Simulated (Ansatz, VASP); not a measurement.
# CsCaH3 in two plane-wave programs

One calculation is typed for both programs; each brings its own data sets. How far apart do they land? The cell is taken from a series of runs on this material, whose earlier steps may have relaxed, scaled, displaced or heated it; both programs get it as it stands.

Calculated with Ansatz 0.2.0; plane waves, with VASP 6.6.1 beside it; G0W0 gap at LDA.

## (1) Set-up

Symmetry: Pm-3m, No. 221, cubic system. The conventional cell has a = 4.621 Å, b = 4.621 Å, c = 4.621 Å, α = 90.00°, β = 90.00°, γ = 90.00°. Cs has 12 H at 3.27 Å nearest. Nearest to Ca lie 6 H at 2.31 Å. Nearest to H lie 2 Ca at 2.31 Å and 8 H at 3.27 Å and 4 Cs at 3.27 Å. Nearest to H lie 2 Ca at 2.31 Å and 4 Cs at 3.27 Å and 8 H at 3.27 Å. Farther neighbours are not listed.

## (2) Ansatz: G0W0 gap, LDA

Ansatz runs on its default PAW (the set named soft_2) files.

Quasiparticle shifts depend on high empty states and on the cores, so they are the hardest test of two PAW sets.

Input file input.yaml:

```yaml
crystal:
  lattice:
    - [9.242372, 0.0, 0.0]
    - [0.0, 4.621186, 0.0]
    - [0.0, 0.0, 4.621186]
  atoms:
    - { symbol: Cs, position: [0.0, 0.0, 0.0] }
    - { symbol: Ca, position: [0.25, 0.5, 0.5] }
    - { symbol: H, position: [0.25, 0.0, 0.5] }
    - { symbol: H, position: [0.0, 0.5, 0.5] }
    - { symbol: H, position: [0.25, 0.5, 0.0] }
    - { symbol: Cs, position: [0.5, 0.0, 0.0] }
    - { symbol: Ca, position: [0.75, 0.5, 0.5] }
    - { symbol: H, position: [0.75, 0.0, 0.5] }
    - { symbol: H, position: [0.5, 0.5, 0.5] }
    - { symbol: H, position: [0.75, 0.5, 0.0] }
kpoints:
  mp_grid: { grid: [1, 2, 2] }
hamiltonian:
  xc: lda
scf:
  occupations: { method: fixed }
gw:
  n_empty_bands: 208
  ecut_chi: 60.0
  qp_bands: [v1, c1]
  qp_kpoints: band_edges
  screening: { model: contour_deformation }
```

Command:

```
$ ansatz run input.yaml --threads 16 --pin off --max-ram 36864MiB --backend cpu --events-out ev --progress --plain --runs-dir out
```

Numbers of over 12 decimals in the logs are rounded to 6 here.

Log:

```text
Engine: ansatz 0.2.0, aarch64-unknown-linux-gnu
Pseudopotentials: kind: paw
Pseudopotential: Cs, paw, valence charge 9, recommended cutoff 420 eV (normal), Cs.paw.azcp
Pseudopotential: Ca, paw, valence charge 10, recommended cutoff 420 eV (normal), Ca.paw.azcp
Pseudopotential: H, paw, valence charge 1, recommended cutoff 420 eV (normal), H.paw.azcp
Functional definition: SPW92
  exchange = slater_x
  correlation = pw_c
Crystal: 10 atoms, lattice volume = 197.374 Å³
Basis set: ecut = 420 eV, 3871 PW (Γ)
Bands: 32, of which v1, the nominal top of the filled ones, is band 22 counted from 1 (21 counted from 0)
Symmetry: 32 space group operations
Space group: Pm-3m (ITA 221), of the structure as read, at distance tolerance 5.8e-5 Å
k-points: 3 of 4
Non-local potential: Cs, projectors of the file, l = 0: 3, l = 1: 2, l = 2: 2, l = 3: 2
Non-local potential: Ca, projectors of the file, l = 0: 3, l = 1: 2, l = 2: 2
Non-local potential: H, projectors of the file, l = 0: 2, l = 1: 1
PAW form: soft (Blöchl's): semilocal exchange-correlation on the pseudo side does not see the compensation charge
PAW frozen core: Cs, regenerated for the run's functional, and the local potential with it (the file was generated under x = pbe(κ = 0.804, μ = 0.219515), c = pbe(β = 0.066725))
PAW frozen core: Ca, regenerated for the run's functional, and the local potential with it (the file was generated under x = pbe(κ = 0.804, μ = 0.219515), c = pbe(β = 0.066725))
PAW one-centre angular grid: Cs, 194 points (default); XC on 64 Gauss nodes
PAW one-centre angular grid: Ca, 110 points (default); XC on 64 Gauss nodes
PAW one-centre angular grid: H, 110 points (default); XC on 64 Gauss nodes
Initial density: superposition of atomic densities (neutral atoms: chi_scale 0, normalization atom), corrected by the library's trained network
Initial wavefunctions: pseudopotential atomic-orbital guess
Functional: x = slater, c = lda
SCF iter   1: F=—  HF=-14652.886805 eV  |F-HF|=—  |Δ(HF+E_count)|=         —  Δρ=9.25e-3  dr2=1.51e-1  ethr=1.77e-3  ⟨swp⟩=5.3  Hψ=368  notcnv=0  defer=16
preconditioner: auto → Resta (q_TF=auto, 2.124 Å⁻¹)  ε∞=3.1  [insulator: Δε(μ)=2.636 eV  Ē_g=8.892 eV  n_scr=38 (ndim 8)  ℏωp=12.9 eV  f_vac=0.000  ε∞_Penn≈3.1]
SCF iter   2: F=—  HF=-14652.842372 eV  |F-HF|=—  |Δ(HF+E_count)|=   4.44e-2  Δρ=3.82e-3  dr2=2.73e-2  ethr=3.43e-4  ⟨swp⟩=2.0  Hψ=129  notcnv=0  defer=14
SCF iter   3: F=—  HF=-14652.833127 eV  |F-HF|=—  |Δ(HF+E_count)|=   9.25e-3  Δρ=4.25e-4  dr2=2.90e-4  ethr=6.21e-5  ⟨swp⟩=2.7  Hψ=142  notcnv=0  defer=22
SCF iter   4: F=—  HF=-14652.833080 eV  |F-HF|=—  |Δ(HF+E_count)|=   4.75e-5  Δρ=1.03e-4  dr2=1.43e-5  ethr=6.59e-7  ⟨swp⟩=2.3  Hψ=140  notcnv=0  defer=21
SCF iter   5: F=—  HF=-14652.833084 eV  |F-HF|=—  |Δ(HF+E_count)|=   4.66e-6  Δρ=2.79e-5  dr2=8.30e-7  ethr=3.25e-8  ⟨swp⟩=2.7  Hψ=141  notcnv=0  defer=13
SCF iter   6: F=-14652.833085 eV  HF=-14652.833085 eV  |F-HF|=5.78e-10  |Δ(HF+E_count)|=   2.99e-7  Δρ=2.22e-6  dr2=1.23e-8  ethr=2.27e-10  ⟨swp⟩=15.7  Hψ=642  notcnv=0
SCF 1 converged in 6 iterations: F = -14652.833085 eV  dr2 = 1.23e-8
  greatest PAW one-centre occupation: 0.996 electrons in one spin orbital (limit 2), on the Ca atom at site 6 (counted from 0), in its partial waves of l = 0
NSCF: frozen V_eff on 3 k-points
G₀W₀ screening: q 1/3
[... further progress lines ...]
NSCF: frozen V_eff on 1 k-points
NSCF: frozen V_eff on 1 k-points
[...]
SCF converged after 6 iterations
Free energy (F): -14652.833085 eV
Harris-Foulkes:  -14652.833085 eV  (|F-HF|=5.78e-10)
Internal energy: -14652.833085 eV  (E = F + TS)
E sigma→0 (E₀):  -14652.833085 eV
Fermi energy:    2.802650 eV
--- Per-component energies (eV) ---
  E_band       = -445.638390
  E_kinetic    = 915.456090
  E_local      = -2202.212848  (includes V_loc(G=0)·N_el)
  E_nonlocal   = 206.287399
  E_hartree    = 738.526781
  E_xc         = -668.016634
  E_vxc        = -661.057045  (∫ρ·V_xc dr)
  E_paw        = -11440.589117  (= ΣΔE_a)
  E_vpaw       = -181.161990  (= ΣTr[D̂ρ^β])
  E_aug_tail   = -0.006562  (compensation charges beyond the density's cutoff)
  E_ewald      = -2203.385638
  E_core_change = 1.107444  (= ΣΔE_core)
  E_smearing   = -0.000000  (= −TS)
  E_closure    = -0.000000  (closes the sum)
  Σ components = -14652.833085   (vs F -14652.833085, Δ=0.00e0)
--- Band table (eV) ---
  k-point 0: bands = [... 18 lower, 1.9145, 2.1285, 2.1285, 2.4005, 7.5010, 7.8866, 7.8866, 8.1121, ... 6 higher]
  k-point 1: bands = [... 18 lower, 1.9145, 2.4005, 2.8026, 2.8027, 5.5892, 6.9980, 6.9980, 7.5010, ... 6 higher]
  k-point 2: bands = [... 18 lower, 2.1970, 2.1970, 2.8026, 2.8026, 5.5892, 6.9980, 6.9980, 7.2213, ... 6 higher]
--- G₀W₀: contour deformation, 6 samples at zero and on the imaginary axis and 1 off it, 4 q-points, 208 empty bands' worth ---
  eigenvalues of the whole cell's RPA ε∞ on this k-mesh (on a slab, of 1 + 4πα/V) = 4.3995, 4.3996, 4.3996; static W/v taken at q = 0 is 0.227295
  bands read: the sum over 230 bands ends inside a degenerate multiplet in 2 slots, whose members it reads at an even weight; the widest, k=0: bands 229 to 231 (counted from 1) at 2/3 each
  gw.qp_kpoints: band_edges: 3 of 3 stored k-points solved, in 1 pass; an edge of the gap read off the rows below is read off those points alone
    ik  band        ε_KS         Σx   Σc(E_QP)       V_xc       Z   E_QP_lin       E_QP  E_QP is
     0    22      2.4005   -14.3985     2.5466   -10.9582  0.7372     1.4841     1.5068  root
     0    23      7.5010    -3.7849    -3.8833    -8.4571  0.7787     8.3140     8.2899  root
     1    22      2.8026   -15.1802     2.7062   -11.4318  0.7447     1.7296     1.7604  root
     1    23      5.5892    -4.5203    -3.9888    -9.5916  0.7839     6.7029     6.6717  root
     2    22      2.8026   -15.1802     2.7064   -11.4318  0.7447     1.7298     1.7606  root
     2    23      5.5892    -4.5203    -3.9889    -9.5916  0.7839     6.7028     6.6716  root
```

Reading the cycles: dr2 is the Hartree energy of the density residual (eV), the measure of convergence; HF is the Harris–Foulkes estimate of the energy, which meets the free energy F at convergence.

## (3) VASP: G0W0 gap, LDA

The same cell, functional (in two slightly different forms) and mesh now go to VASP, with its own data sets.

Lines of VASP's logs that name or quote its potential files are left out, and so is its time.

The run reads the wave functions of an earlier VASP run, which isn't shown here.

Input file INCAR:

```
SYSTEM = CsCaH3
PREC = Accurate
ENCUT = 320
ISMEAR = 0
SIGMA = 0.01
LREAL = .FALSE.
GGA = CA
NBANDS = 230
ALGO = EVGW0
NELMGW = 1
ENCUTGW = 60
NOMEGA = 64
PRECFOCK = Fast
NBANDSGW = 30
LWAVE = .FALSE.
LCHARG = .FALSE.
```

Input file POSCAR:

```
CsCaH3
1.0
    9.2423720000      0.0000000000      0.0000000000
    0.0000000000      4.6211860000      0.0000000000
    0.0000000000      0.0000000000      4.6211860000
Cs Ca H
2 2 6
Direct
    0.0000000000      0.0000000000      0.0000000000
    0.5000000000      0.0000000000      0.0000000000
    0.2500000000      0.5000000000      0.5000000000
    0.7500000000      0.5000000000      0.5000000000
    0.2500000000      0.0000000000      0.5000000000
    0.0000000000      0.5000000000      0.5000000000
    0.2500000000      0.5000000000      0.0000000000
    0.7500000000      0.0000000000      0.5000000000
    0.5000000000      0.5000000000      0.5000000000
    0.7500000000      0.5000000000      0.0000000000
```

Input file KPOINTS:

```
Automatic mesh
0
Gamma
1 2 2
0 0 0
```

The projector-augmented-wave data sets are Cs_sv_GW, Ca_sv_GW and H_GW (LDA family, release 64).

Command:

```
$ export OMP_NUM_THREADS=3
$ mpirun -np 1 vasp_std
```

Log:

```text
[banner, memory and clock lines left out]
running    1 mpi-ranks, on    1 nodes
 distrk:  each k-point on    1 cores,    1 groups
 distr:  one band on    1 cores,    1 groups
 Offloading initialized ...    1 GPUs detected
 POSCAR found type information on POSCAR CsCaH
 POSCAR found :  3 types and      10 ions
|                                                                             |
|           W    W    AA    RRRRR   N    N  II  N    N   GGGG   !!!           |
|           W    W   A  A   R    R  NN   N  II  NN   N  G    G  !!!           |
|           W    W  A    A  R    R  N N  N  II  N N  N  G       !!!           |
|           W WW W  AAAAAA  RRRRR   N  N N  II  N  N N  G  GGG   !            |
|           WW  WW  A    A  R   R   N   NN  II  N   NN  G    G                |
|           W    W  A    A  R    R  N    N  II  N    N   GGGG   !!!           |
|                                                                             |
|     The default for ENCUTGWSOFT is different in this version of VASP.       |
|     please manually set ENCUTGWSOFT =60 in the INCAR file.                  |
|                                                                             |

 LDA part: xc-table for (Slater(with rela. corr.)+CA(PZ))
 , standard interpolation
 found WAVECAR, reading the header
 POSCAR, INCAR and KPOINTS ok, starting setup
 FFT: planning ... GRIDC
 FFT: planning ... GRID_SOFT
 FFT: planning ... GRID
 reading WAVECAR
 the WAVECAR file was read successfully
 initial charge from wavefunction
 available memory per node:   1648.26 GB, setting MAXMEM to   1687813

 The Fermi energy was updated, please check that it is located mid-gap
 values below the HOMO (VB) or above the LUMO (CB) will cause erroneous energies
 E-fermi :   2.1817

 calculate exact exchange contribution
 the WAVEDER file was read successfully
energies w=
    0.000    0.000    0.995    0.000    1.988    0.000    2.977    0.000
    3.959    0.000    4.933    0.000    5.898    0.000    6.852    0.000
    7.794    0.000    8.724    0.000    9.641    0.000   10.545    0.000
   11.438    0.000   12.318    0.000   13.188    0.000   14.047    0.000
   14.897    0.000   15.739    0.000   16.575    0.000   17.406    0.000
   18.233    0.000   19.058    0.000   19.883    0.000   20.710    0.000
   21.540    0.000   22.376    0.000   23.219    0.000   24.073    0.000
   24.939    0.000   25.821    0.000   26.720    0.000   27.641    0.000
   28.587    0.000   29.560    0.000   30.567    0.000   31.610    0.000
   32.696    0.000   33.829    0.000   35.018    0.000   36.269    0.000
   37.591    0.000   38.994    0.000   40.490    0.000   42.092    0.000
   43.816    0.000   45.683    0.000   47.714    0.000   49.938    0.000
   52.389    0.000   55.108    0.000   58.147    0.000   61.573    0.000
   65.470    0.000   69.948    0.000   75.151    0.000   81.277    0.000
   88.598    0.000   97.502    0.000  108.564    0.000  122.668    0.000
  141.253    0.000  166.828    0.000  204.185    0.000  263.783    0.000
 responsefunction array rank=     222
 LDA part: xc-table for (Slater(with rela. corr.)+CA(PZ))
 , standard interpolation

 min. memory requirement per mpi rank    235.5 MB, per node    235.5 MB

 allocating  64 responsefunctions rank=   222
 shmem allocating  64 responsefunctions rank=   222
 response function shared by NCSHMEM nodes    1
 Doing            64  frequencies on each core in blocks of            64
NQ=   1    0.0000    0.0000    0.0000,
|.........|.........|.........|.........|.........|.........|.........|.........
 performed         78000 updates of chi_q(r,r)
 total number of BLAS operations         25.72 Gflops
NQ=   2    0.0000    0.5000    0.0000,
|.........|.........|.........|.........|.........|.........|.........|.........
 performed        169000 updates of chi_q(r,r)
 total number of BLAS operations         61.91 Gflops
NQ=   3    0.0000    0.5000    0.5000,
|.........|.........|.........|.........|.........|.........|.........|.........
 performed        247000 updates of chi_q(r,r)
 total number of BLAS operations         86.88 Gflops
 resolving degeneracies of screened two electron integrals

 calculate QP shifts <psi_nk| G(iteration)W_0 |psi_nk>: iteration 1
 entering main loop
```

OUTCAR, selected parts (step 3):

```text
ion  position               nearest neighbor table
   1  0.000  0.000  0.000-
   2  0.500  0.000  0.000-
   3  0.250  0.500  0.500-   5 2.31   6 2.31   7 2.31   9 2.31   7 2.31   5 2.31
   4  0.750  0.500  0.500-   6 2.31   8 2.31   9 2.31  10 2.31  10 2.31   8 2.31
   5  0.250  0.000  0.500-   3 2.31   3 2.31
   6  0.000  0.500  0.500-   3 2.31   4 2.31
   7  0.250  0.500  0.000-   3 2.31   3 2.31
   8  0.750  0.000  0.500-   4 2.31   4 2.31
   9  0.500  0.500  0.500-   3 2.31   4 2.31
  10  0.750  0.500  0.000-   4 2.31   4 2.31

  LATTYP: Found a simple tetragonal cell.
 ALAT       =     4.6211860000
 C/A-ratio  =     2.0000000000

 Subroutine GETGRP returns: Found 16 space group operations
 (whereof 16 operations were pure point group operations)

The static configuration has the point symmetry D_4h.

 Found      3 irreducible k-points:

   k-points           NKPTS =      3   k-points in BZ     NKDIM =      4   number of bands    NBANDS=    230

   dimension x,y,z NGX =    54 NGY =   28 NGZ =   28
   dimension x,y,z NGXF=   108 NGYF=   56 NGZF=   56

   ENCUT  =  320.0 eV  23.52 Ry    4.85 a.u.  13.48  6.74  6.74*2*pi/ulx,y,z

   NELECT =      44.0000    total number of electrons

  energy-cutoff  :      320.00
  volume of cell :      197.37
      direct lattice vectors                 reciprocal lattice vectors
     9.242372000  0.000000000  0.000000000     0.108197333  0.000000000  0.000000000
     0.000000000  4.621186000  0.000000000     0.000000000  0.216394666  0.000000000
     0.000000000  0.000000000  4.621186000     0.000000000  0.000000000  0.216394666

 k-points in reciprocal lattice and weights: Automatic mesh
   0.00000000  0.00000000  0.00000000       0.250
   0.00000000  0.50000000  0.00000000       0.500
   0.00000000  0.50000000  0.50000000       0.250

 E-fermi :   2.1817

 QP shifts <psi_nk| G(iteration)W_0 |psi_nk>: iteration 1
 for sc-GW calculations column KS-energies equals QP-energies in previous step
 and V_xc(KS)=  KS-energies - (<T + V_ion + V_H > + <T+V_H+V_ion>^1  + <V_x>^1)
 k-point   1 :       0.0000    0.0000    0.0000
  band No.  KS-energies  QP-energies   sigma(KS)   V_xc(KS)     V^pw_x(r,r')   Z            occupation Imag(sigma)
    ...
     19      -0.0959      -1.1515     -11.2428      -9.8246     -13.5106       0.7444       2.0000       0.1892
     20       0.1169      -0.7776     -11.6778     -10.4668     -13.8679       0.7386       2.0000       0.1843
     21       0.1169      -0.7776     -11.6778     -10.4668     -13.8679       0.7386       2.0000       0.1843
     22       0.3906      -0.5084     -12.0288     -10.8154     -14.2314       0.7409       2.0000       0.1789
     23       5.4699       6.3348      -6.6300      -7.7437      -3.0699       0.7766       0.0000      -0.1844
     24       5.8599       7.9202      -9.8090     -12.5929      -5.3721       0.7401       0.0000      -0.2332
     25       5.8599       7.9202      -9.8090     -12.5929      -5.3721       0.7401       0.0000      -0.2332
     26       6.0863       8.1814      -9.9010     -12.7647      -5.3798       0.7316       0.0000      -0.2410
    ...

 k-point   2 :       0.0000    0.5000    0.0000
  band No.  KS-energies  QP-energies   sigma(KS)   V_xc(KS)     V^pw_x(r,r')   Z            occupation Imag(sigma)
    ...
     19      -0.0959      -1.1525     -11.2442      -9.8247     -13.5105       0.7443       2.0000       0.1891
     20       0.3906      -0.5088     -12.0277     -10.8154     -14.2316       0.7419       2.0000       0.1790
     21       0.7979      -0.2766     -12.2108     -10.7780     -14.5217       0.7499       2.0000       0.1708
     22       0.7979      -0.2766     -12.2108     -10.7780     -14.5217       0.7499       2.0000       0.1708
     23       3.5655       4.7022      -7.4153      -8.8825      -3.8080       0.7748       0.0000      -0.1634
     24       4.9686       6.5785      -8.5532     -10.6766      -4.5331       0.7582       0.0000      -0.1928
     25       4.9686       6.5785      -8.5532     -10.6766      -4.5331       0.7582       0.0000      -0.1928
     26       5.4699       6.3345      -6.6310      -7.7437      -3.0699       0.7770       0.0000      -0.1843
    ...

 k-point   3 :       0.0000    0.5000    0.5000
  band No.  KS-energies  QP-energies   sigma(KS)   V_xc(KS)     V^pw_x(r,r')   Z            occupation Imag(sigma)
    ...
     19       0.1829      -0.9198     -11.5818     -10.0954     -13.9208       0.7418       2.0000       0.1863
     20       0.1829      -0.9198     -11.5818     -10.0954     -13.9208       0.7418       2.0000       0.1863
     21       0.7979      -0.2747     -12.2118     -10.7780     -14.5216       0.7481       2.0000       0.1707
     22       0.7979      -0.2747     -12.2118     -10.7780     -14.5216       0.7481       2.0000       0.1707
     23       3.5655       4.7017      -7.4160      -8.8825      -3.8078       0.7748       0.0000      -0.1635
     24       4.9686       6.5780      -8.5525     -10.6766      -4.5334       0.7577       0.0000      -0.1928
     25       4.9686       6.5780      -8.5525     -10.6766      -4.5334       0.7577       0.0000      -0.1928
     26       5.1928       6.9100      -9.1595     -11.4411      -5.1240       0.7526       0.0000      -0.2005
    ...
```

## (4) Differences

Known differences besides the potentials themselves: the two LDA forms differ slightly; fixed occupations in Ansatz, narrow Gaussian smearing in VASP; the cutoff is 420 eV in Ansatz and 320 eV in VASP; VASP's log shows a relativistic correction to its local exchange, Ansatz's none; Ansatz integrates over frequency by contour deformation, VASP on a grid of NOMEGA points; Ansatz's G0W0 levels solve the quasiparticle equation, VASP's are linearised. Total energies have different zeros and are not compared.

Compared:

```tsv
quantity	Ansatz	VASP	difference
G0W0 gap on the mesh (eV)	4.91	4.98	-0.07
Kohn-Sham gap under it (eV)	2.79	2.77	+0.02
```

## (5) Summary of results

* difference in G0W0 gap on the mesh (G0W0 gap, LDA): -0.065 eV

The difference in G0W0 gap on the mesh is -0.065 eV (G0W0 gap, LDA). Such differences can come from data sets, numerical settings and the points named under the comparisons, not from the functional's error against experiment.

[Lines on the potential files, build, host, timing and source positions are cut from VASP's logs without a mark.]

[Logs are printed without paths, hosts, clocks, repeated set-up lines and the standing remarks that a program may print on its own settings, such as how far it seeks lower states.]

[Hosts, paths, dates, database ids (printed as entryN), source tags and the programs' standing remarks are cut or masked in the printed files.]
